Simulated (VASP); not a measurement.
# ZrC: interstitial H from one void to a neighbouring one, part 3 of 4

Wanted: the minimum-energy path in ZrC for this move: interstitial H from one void to a neighbouring one. The start is a cell from a database of measured crystal structures.

VASP 6.6.1, plane waves and PAW; the level of theory is named at each step.

So far. Step 2 (Relax the host): The run ended after 3 ionic steps, 0.003 eV below its first step, once forces and stress met EDIFFG = -0.02. Step 3 (Relax the start): The run ended after 8 ionic steps, 0.365 eV below its first step, once the forces on the free atoms met EDIFFG = -0.05.

The database entry behind the starting cell differs from later determinations by our own check (an axis about 0.7 % long against later determinations), so it need not match the best structure at ambient conditions.

## 4. Relax the end

Level of this step: PBE; plane waves and PAW (Zr_sv, C, H) (VASP).

The end state is relaxed in the same way, so that both ends share their errors.

INCAR reads:

```
SYSTEM = Zr24HC24
PREC = Normal
ENCUT = 400
EDIFF = 1E-05
NELM = 120
ISMEAR = 1
SIGMA = 0.15
LREAL = Auto
ALGO = Fast
GGA = PE
NBANDS = 228
LASPH = .TRUE.
LORBIT = 11
LWAVE = .FALSE.
LCHARG = .FALSE.
KPAR = 6
IBRION = 2
NSW = 60
ISIF = 2
EDIFFG = -0.05
POTIM = 0.4
MAXMIX = 40
ISYM = 0
```

POSCAR reads:

```
Zr24HC24
1.0
    2.3551177137      4.7102354274      7.0653531411
    9.4204708548      0.0000000000      9.4204708548
    7.0653531411      7.0653531411      0.0000000000
Zr C H
24 24 1
Direct
    0.2472357441      0.0621119631      0.1693089427
    0.2447351751      0.0642065249      0.5018385303
    0.2545374165      0.0625517549      0.8292028665
    0.2482968737      0.3092386663      0.1682552134
    0.2514106939      0.3109395348      0.5016059534
    0.2533140971      0.3115008747      0.8317792771
    0.2532227344      0.5605270193      0.1701016881
    0.2508363326      0.5617188335      0.4990858337
    0.2500747324      0.5628132866      0.8331985115
    0.2540884151      0.8082134965      0.1662894997
    0.2566413578      0.8103157124      0.4973777198
    0.2473162931      0.8125336428      0.8355786673
    0.7433536159      0.1900660243      0.1735893506
    0.7485391092      0.1852949177      0.5012201407
    0.7512707828      0.1891503297      0.8311866441
    0.7422896900      0.4433712686      0.1641319974
    0.7561466383      0.4332469161      0.4990433099
    0.7504562406      0.4410396430      0.8300141085
    0.7442422638      0.6926098021      0.1674910943
    0.7486924125      0.6857936976      0.5008050052
    0.7433497829      0.6918590662      0.8350233406
    0.7470524700      0.9392025786      0.1667986271
    0.7484281814      0.9361937596      0.5006700897
    0.7497821110      0.9369549044      0.8328929378
    0.0008564736      0.0009567398     -0.0014006712
   -0.0010153102     -0.0006498721      0.3336233907
   -0.0004653547      0.0014504152      0.6633974847
    0.0016048163      0.2495590771     -0.0031811843
   -0.0059911101      0.2502063583      0.3361947960
   -0.0033402387      0.2495066426      0.6696282426
   -0.0055148199      0.5017451769      0.0016919330
   -0.0001519609      0.5005441487      0.3329294416
    0.0059770251      0.4942377651      0.6678118900
    0.0038293147      0.7463747520     -0.0008011107
   -0.0015375182      0.7510263077      0.3333970108
   -0.0006659670      0.7519404639      0.6649970833
    0.4993147803      0.1256774574     -0.0020050232
    0.4967376569      0.1256155967      0.3348597704
    0.4927583694      0.1282426611      0.6665114316
    0.4970859460      0.3772449733     -0.0019100684
    0.5000824005      0.3729960667      0.3358224757
    0.4968186826      0.3721684917      0.6697306873
    0.4903857713      0.6306612054      0.0044318048
    0.4943094395      0.6254901291      0.3370142877
    0.4995297564      0.6243974305      0.6694014932
    0.4997002373      0.8732954487      0.0015755256
    0.4980594968      0.8750224710      0.3351911593
    0.5006179602      0.8726779768      0.6656160675
   -0.1251597379     -0.0259975806      0.2505143566
```

KPOINTS reads:

```
Automatic mesh
0
Gamma
3 2 2
0 0 0
```

Potentials, in the order of the species: Zr_sv, C and H (PBE family, release 64).

The run is started by

```console
$ mpirun -np 6 vasp_std
```

Log:

```text
[... set-up lines as in an earlier step ...]
 entering main loop
       N       E                     dE             d eps       ncg     rms          rms(c)
DAV:   1     0.339684480339E+04    0.33968E+04   -0.17499E+05  3648   0.141E+03
DAV:   2    -0.148699849585E+03   -0.35455E+04   -0.34221E+04  4136   0.452E+02
DAV:   3    -0.520172318416E+03   -0.37147E+03   -0.36282E+03  5304   0.117E+02
DAV:   4    -0.549055754880E+03   -0.28883E+02   -0.28823E+02  5320   0.286E+01
DAV:   5    -0.551148264894E+03   -0.20925E+01   -0.20923E+01  4904   0.653E+00    0.999E+01
RMM:   6    -0.464596738418E+03    0.86552E+02   -0.44531E+02  4079   0.286E+01    0.456E+01
RMM:   7    -0.468808880686E+03   -0.42121E+01   -0.64311E+01  4893   0.114E+01    0.181E+01
RMM:   8    -0.468702264543E+03    0.10662E+00   -0.85993E+00  5084   0.457E+00    0.440E+00
RMM:   9    -0.468879792445E+03   -0.17753E+00   -0.33741E+00  5785   0.216E+00    0.205E+00
RMM:  10    -0.468977561377E+03   -0.97769E-01   -0.94179E-01  5872   0.128E+00    0.121E+00
RMM:  11    -0.468996257962E+03   -0.18697E-01   -0.28685E-01  5734   0.892E-01    0.386E-01
RMM:  12    -0.469002793645E+03   -0.65357E-02   -0.99336E-02  5843   0.449E-01    0.314E-01
RMM:  13    -0.469005845920E+03   -0.30523E-02   -0.35197E-02  6518   0.274E-01    0.137E-01
RMM:  14    -0.469007102999E+03   -0.12571E-02   -0.13376E-02  6541   0.159E-01    0.643E-02
RMM:  15    -0.469007609887E+03   -0.50689E-03   -0.57397E-03  6266   0.107E-01    0.855E-02
WARNING in EDDRMM: call to ZHEGV failed, returncode =   8  4     58
RMM:  16    -0.469007859850E+03   -0.24996E-03   -0.25343E-03  6119   0.703E-02    0.702E-02
RMM:  17    -0.469007984538E+03   -0.12469E-03   -0.10649E-03  6305   0.545E-02    0.489E-02
RMM:  18    -0.469008027476E+03   -0.42937E-04   -0.57995E-04  5895   0.422E-02    0.380E-02
RMM:  19    -0.469008057842E+03   -0.30366E-04   -0.27347E-04  5399   0.291E-02    0.118E-02
WARNING in EDDRMM: call to ZHEGV failed, returncode =   8  4     25
WARNING in EDDRMM: call to ZHEGV failed, returncode =   6  3     77
WARNING in EDDRMM: call to ZHEGV failed, returncode =   8  4     26
RMM:  20    -0.469008075150E+03   -0.17308E-04   -0.17007E-04  4356   0.195E-02    0.935E-03
WARNING in EDDRMM: call to ZHEGV failed, returncode =   6  3     36
WARNING in EDDRMM: call to ZHEGV failed, returncode =   6  3     76
RMM:  21    -0.469008081304E+03   -0.61542E-05   -0.80627E-05  4082   0.151E-02
   1 F= -.46900808E+03 E0= -.46900812E+03  d E =-.469008E+03
 curvature:   0.00 expect dE= 0.000E+00 dE for cont linesearch  0.000E+00
 trial: gam= 0.00000 g(F)=  0.657E+00 g(S)=  0.000E+00 ort = 0.000E+00 (trialstep = 0.100E+01)
 search vector abs. value=  0.657E+00
 bond charge predicted
       N       E                     dE             d eps       ncg     rms          rms(c)
DAV:   1    -0.469137905553E+03   -0.12983E+00   -0.10956E+02  3976   0.286E+01    0.179E+00
RMM:   2    -0.469579870519E+03   -0.44196E+00   -0.31427E+00  4409   0.496E+00    0.741E+00
RMM:   3    -0.469371181163E+03    0.20869E+00   -0.69175E-01  4911   0.241E+00    0.663E-01
RMM:   4    -0.469438100244E+03   -0.66919E-01   -0.18986E-01  5103   0.105E+00    0.346E+00
RMM:   5    -0.469396314327E+03    0.41786E-01   -0.98061E-02  5497   0.854E-01    0.146E+00
RMM:   6    -0.469392040463E+03    0.42739E-02   -0.50971E-02  5887   0.491E-01    0.136E+00
RMM:   7    -0.469393487607E+03   -0.14471E-02   -0.11275E-02  6536   0.183E-01    0.147E+00
RMM:   8    -0.469392633155E+03    0.85445E-03   -0.10568E-02  6130   0.249E-01    0.127E+00
RMM:   9    -0.469392449372E+03    0.18378E-03   -0.42857E-03  6382   0.116E-01    0.141E+00
RMM:  10    -0.469397606059E+03   -0.51567E-02   -0.82293E-03  6000   0.298E-01    0.701E-01
RMM:  11    -0.469401731478E+03   -0.41254E-02   -0.14753E-02  6140   0.187E-01    0.603E-01
RMM:  12    -0.469400581608E+03    0.11499E-02   -0.32715E-03  5956   0.111E-01    0.949E-01
RMM:  13    -0.469402166057E+03   -0.15844E-02   -0.20395E-03  6289   0.971E-02    0.101E+00
RMM:  14    -0.469397258271E+03    0.49078E-02   -0.54729E-03  6194   0.163E-01    0.835E-01
RMM:  15    -0.469395948678E+03    0.13096E-02   -0.28489E-03  5962   0.116E-01    0.847E-01
RMM:  16    -0.469396036158E+03   -0.87480E-04   -0.15139E-03  6094   0.630E-02    0.715E-01
WARNING in EDDRMM: call to ZHEGV failed, returncode =   6  3    111
RMM:  17    -0.469396099869E+03   -0.63711E-04   -0.10366E-03  6113   0.527E-02    0.519E-01
RMM:  18    -0.469396103950E+03   -0.40808E-05   -0.73574E-04  5912   0.435E-02    0.378E-01
RMM:  19    -0.469396108616E+03   -0.46662E-05   -0.38084E-04  5888   0.384E-02    0.235E-01
WARNING in EDDRMM: call to ZHEGV failed, returncode =   8  4    132
RMM:  20    -0.469396047139E+03    0.61477E-04   -0.15883E-04  5544   0.346E-02    0.118E-01
RMM:  21    -0.469395997787E+03    0.49352E-04   -0.72291E-05  4366   0.247E-02    0.488E-02
RMM:  22    -0.469395977464E+03    0.20324E-04   -0.51002E-05  3159   0.137E-02    0.248E-02
RMM:  23    -0.469395972988E+03    0.44753E-05   -0.25528E-05  2360   0.841E-03
   2 F= -.46939597E+03 E0= -.46939623E+03  d E =-.387892E+00
[...]
WARNING in EDDRMM: call to ZHEGV failed, returncode =   6  3     88
WARNING in EDDRMM: call to ZHEGV failed, returncode =   6  3     76
[... from here on, the cycles between the ionic steps are left out ...]
   3 F= -.46940927E+03 E0= -.46940953E+03  d E =-.401187E+00
   4 F= -.46945750E+03 E0= -.46945774E+03  d E =-.482352E-01
[...]
WARNING in EDDRMM: call to ZHEGV failed, returncode =   6  3    129
[...]
WARNING in EDDRMM: call to ZHEGV failed, returncode =   8  4     82
   5 F= -.46945925E+03 E0= -.46945949E+03  d E =-.499840E-01
[...]
WARNING in EDDRMM: call to ZHEGV failed, returncode =   8  4     66
WARNING in EDDRMM: call to ZHEGV failed, returncode =   6  3     83
   6 F= -.46946555E+03 E0= -.46946577E+03  d E =-.630231E-02
   7 F= -.46946571E+03 E0= -.46946592E+03  d E =-.645544E-02
[...]
WARNING in EDDRMM: call to ZHEGV failed, returncode =   6  3    176
[...]
WARNING in EDDRMM: call to ZHEGV failed, returncode =   6  3    126
WARNING in EDDRMM: call to ZHEGV failed, returncode =   6  3    129
   8 F= -.46946755E+03 E0= -.46946774E+03  d E =-.183999E-02
[...]
WARNING in EDDRMM: call to ZHEGV failed, returncode =   8  4    101
   9 F= -.46946793E+03 E0= -.46946811E+03  d E =-.222409E-02
[...]
WARNING in EDDRMM: call to ZHEGV failed, returncode =   6  3    161
  10 F= -.46946875E+03 E0= -.46946893E+03  d E =-.822631E-03
[...]
WARNING in EDDRMM: call to ZHEGV failed, returncode =   6  3    142
[...]
WARNING in EDDRMM: call to ZHEGV failed, returncode =   6  3    105
  11 F= -.46946894E+03 E0= -.46946912E+03  d E =-.101086E-02
 curvature:  -1.63 expect dE=-0.916E-03 dE for cont linesearch -0.402E-09
 trial: gam= 0.62195 g(F)=  0.560E-03 g(S)=  0.000E+00 ort =-0.548E-06 (trialstep = 0.152E+01)
 search vector abs. value=  0.103E-02
 bond charge predicted
       N       E                     dE             d eps       ncg     rms          rms(c)
DAV:   1    -0.469469318161E+03   -0.37459E-03   -0.14208E-01  3760   0.101E+00    0.672E-02
RMM:   2    -0.469469507199E+03   -0.18904E-03   -0.24403E-03  4179   0.141E-01    0.371E-02
RMM:   3    -0.469469542498E+03   -0.35299E-04   -0.51760E-04  5578   0.425E-02    0.263E-02
WARNING in EDDRMM: call to ZHEGV failed, returncode =   6  3    108
RMM:   4    -0.469469545160E+03   -0.26628E-05   -0.11217E-04  4993   0.183E-02    0.201E-02
RMM:   5    -0.469469546487E+03   -0.13263E-05   -0.49540E-05  3491   0.107E-02
  12 F= -.46946955E+03 E0= -.46946973E+03  d E =-.603931E-03
 trial-energy change:   -0.000604  1 .order   -0.000603   -0.000850   -0.000355
 step:   2.6055(harm=  2.6055)  dis= 0.00313  next Energy=  -469.469672 (dE=-0.730E-03)
 reached required accuracy - stopping structural energy minimisation
```

It took 41 min on 6 MPI ranks of Intel Xeon Platinum 8488C (Sapphire Rapids), shared host; peak memory 5.2 GiB.

OUTCAR, selected parts (step 4):

```text
 Found      8 irreducible k-points:

   NELECT =     385.0000    total number of electrons

 E-fermi :   9.6196

 k-point     1 :       0.0000    0.0000    0.0000
  band No.  band energies     occupation
    ...
    185       8.3280      2.00000
    186       8.5389      2.00000
    187       8.5830      2.00000
    188       8.6515      2.00000
    189       8.6740      2.00000
    190       9.8688     -0.04050
    191       9.9690     -0.00480
    192      10.1786     -0.00000
    193      10.2251     -0.00000
    194      10.3465     -0.00000
    ...

 k-point     2 :       0.3333    0.0000    0.0000
  band No.  band energies     occupation
    ...
    190       9.1062      2.00001
    191       9.2779      2.00590
    192       9.2938      2.00882
    193       9.2995      2.01013
    194       9.4921      2.00353
    195       9.7189      0.10812
    196       9.8505     -0.05175
    197      10.4636     -0.00000
    198      10.6411     -0.00000
    199      10.6623     -0.00000
    ...

  Total       -0.2638776     -1.4781074     -2.9664997      2.1872848     -0.3026963     -0.2320801
  in kB       -0.6742703     -3.7769172     -7.5801150      5.5890350     -0.7734614     -0.5930200
  external PRESSURE =      -4.0104342 kB  Pullay stress =       0.0000000 kB

 POSITION                                       TOTAL-FORCE (eV/Angst)
 -----------------------------------------------------------------------------------
      2.35406      2.34931      2.34593        -0.003565      0.003443      0.013888
      4.71057      4.71020      2.34523        -0.000991     -0.002499     -0.007895
      7.07110      7.06366      2.34598        -0.005725      0.000818      0.005462
      4.71034      2.35173      4.70534         0.000352     -0.007798      0.003998
      7.07089      4.70714      4.70439        -0.013005      0.000433     -0.004157
      9.41999      7.06311      4.70382         0.011099      0.008335      0.000413
      7.06833      2.34751      7.06053        -0.001358      0.005406      0.005289
      9.42264      4.71096      7.06059        -0.003657      0.004028     -0.004360
     11.77599      7.06214      7.05895        -0.002405      0.001973     -0.003845
      9.40505      2.36898      9.42828        -0.000671      0.006105      0.010822
     11.77635      4.70986      9.41101        -0.002805      0.003334      0.002546
     14.12949      7.06294      9.41138         0.001418      0.005898      0.009380
      4.73044      4.68825      7.07584         0.002197     -0.006808     -0.007300
      7.07005      7.06178      7.05602        -0.002276     -0.005811     -0.000011
      9.42236      9.41571      7.05708         0.004316     -0.003621     -0.005742
      7.06522      4.71142      9.41892         0.005577     -0.004557     -0.010858
      9.42037      7.06215      9.41289         0.011360      0.015947      0.004599
     11.77704      9.41381      9.41731         0.002393     -0.000942     -0.002712
      9.41847      4.71205     11.76882        -0.004466     -0.011727     -0.002773
     11.77860      7.06137     11.76611        -0.003718     -0.000119     -0.003061
     14.12843      9.42146     11.76861         0.013802      0.005178      0.002699
     11.76611      4.69500     14.11050        -0.006917     -0.013180     -0.005003
     14.14844      7.07822     14.10661         0.006708      0.004626     -0.002486
     16.48759      9.41918     14.12167        -0.000860     -0.005458     -0.001743
      7.05232      7.04744      0.00704         0.007604     -0.000838     -0.001852
      2.37168      2.36691      0.00527        -0.004906      0.002002      0.001873
      7.06633      9.41739      7.05598        -0.002467      0.008287      0.005098
      4.71302      4.70411      9.41483         0.010237     -0.000351      0.003955
      7.06542      7.06433      9.41366        -0.000791     -0.004167      0.002349
      9.42112      9.41888      9.41388         0.001624      0.002177      0.003243
      7.06599      4.70984     11.76860         0.004951     -0.005978      0.003258
      9.42169      7.06232     11.77020        -0.008328      0.003026      0.001137
     11.77700      9.41613     11.76956         0.003949      0.005400      0.005227
      9.42056      4.70496     14.12060        -0.003667      0.001387      0.002986
      9.40827      2.36847      7.04361         0.000558      0.001383     -0.001771
     14.13565      9.41904     14.11975        -0.002127      0.004263      0.003814
      2.35307      2.35235      4.70161         0.005520     -0.005246     -0.000624
      4.72901      4.69280      4.68828        -0.009412     -0.007505     -0.006816
[...]
-----------------------------------------------------------------------------------
    total drift:                                0.010942      0.001780     -0.004606

  FREE ENERGIE OF THE ION-ELECTRON SYSTEM (eV)
  ---------------------------------------------------
  free  energy   TOTEN  =      -469.4695464867 eV

  energy  without entropy=     -469.4701054836  energy(sigma->0) =     -469.46973282

 total charge
# of ion       s       p       d       tot
------------------------------------------
    1        2.173   6.042   1.620   9.835
    2        2.173   6.041   1.619   9.833
    3        2.173   6.042   1.621   9.836
    4        2.173   6.041   1.619   9.834
    5        2.173   6.041   1.619   9.834
    6        2.173   6.042   1.617   9.833
    7        2.173   6.042   1.621   9.836
    8        2.173   6.042   1.620   9.835
    9        2.173   6.042   1.617   9.833
   10        2.172   6.041   1.639   9.852
   11        2.173   6.041   1.619   9.834
   12        2.173   6.041   1.620   9.834
   13        2.172   6.041   1.639   9.852
   14        2.173   6.041   1.619   9.834
   15        2.173   6.041   1.619   9.833
   16        2.173   6.042   1.621   9.837
   17        2.173   6.042   1.617   9.832
   18        2.173   6.042   1.619   9.835
   19        2.174   6.042   1.621   9.837
   20        2.173   6.041   1.619   9.834
   21        2.174   6.042   1.621   9.837
   22        2.171   6.041   1.635   9.847
   23        2.172   6.041   1.638   9.851
   24        2.174   6.042   1.621   9.837
   25        0.889   1.463   0.000   2.352
   26        0.890   1.462   0.000   2.351
   27        0.887   1.477   0.000   2.363
   28        0.887   1.480   0.000   2.367
   29        0.887   1.476   0.000   2.362
   30        0.887   1.476   0.000   2.362
   31        0.887   1.478   0.000   2.365
   32        0.887   1.476   0.000   2.363
   33        0.887   1.478   0.000   2.365
   34        0.887   1.480   0.000   2.366
   35        0.889   1.463   0.000   2.352
   36        0.887   1.480   0.000   2.366
   37        0.887   1.479   0.000   2.366
[...]
--------------------------------------------------
tot         73.950 180.437  38.940 293.327

[... 6 parts as in an earlier step ...]

[... 6 further parts left out ...]
```

Relaxation path:

```tsv
step	energy less that of the first step (eV)	largest force (eV/Å)
1	0.0000	1.4644
2	-0.3879	0.3949
3	-0.4012	0.3157
4	-0.4494	0.1221
5	-0.4512	0.1496
6	-0.4575	0.0960
7	-0.4576	0.0960
8	-0.4595	0.0847
9	-0.4599	0.0766
10	-0.4607	0.0665
11	-0.4609	0.0591
12	-0.4615	0.0484
```

The atoms that moved most (Å):

```tsv
atom	dx	dy	dz	length
C43	-0.064	0.014	0.012	0.066
Zr13	-0.037	-0.040	0.033	0.064
Zr16	-0.019	0.055	-0.002	0.059
C33	0.034	-0.041	0.006	0.053
Zr19	-0.042	0.023	-0.014	0.050
H49	-0.034	0.004	-0.035	0.049
Zr7	-0.010	-0.047	-0.009	0.049
Zr3	0.024	0.006	-0.042	0.048
```

This step gave:

* electronic cycles: 114
* free energy (TOTEN): -469.4695 eV
* energy at zero smearing: -469.4697 eV

The run ended after 12 ionic steps, 0.461 eV below its first step, once the forces on the free atoms met EDIFFG = -0.05.

(Continued in part 4 of 4.)

[Lines on the potential files, build, host, timing and source positions are cut from VASP's logs without a mark.]

[Logs are printed without paths, hosts, clocks, repeated set-up lines and the standing remarks that a program may print on its own settings, such as how far it seeks lower states.]

[Hosts, paths, dates, database ids (printed as entryN), source tags and the programs' standing remarks are cut or masked in the printed files.]

[Runs that stopped without an error message from VASP are left out.]
